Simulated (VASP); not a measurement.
Calculation: PBE GGA, VASP's PBE PAW potentials (set 64) (plane waves; VASP 6.6.1). Each cell was relaxed at this level.

Which of these has an unstable (imaginary) mode at Γ?
A. NaF, Fm-3m (225)
B. CuZn, Pm-3m (221)
C. BAs, F-43m (216)
D. KTaO3, Pm-3m (221)

D, KTaO3, Pm-3m (221). Its optical Γ-point modes are 69i (×3), 179 (×3), 263 (×3), 505 (×3) cm⁻¹.
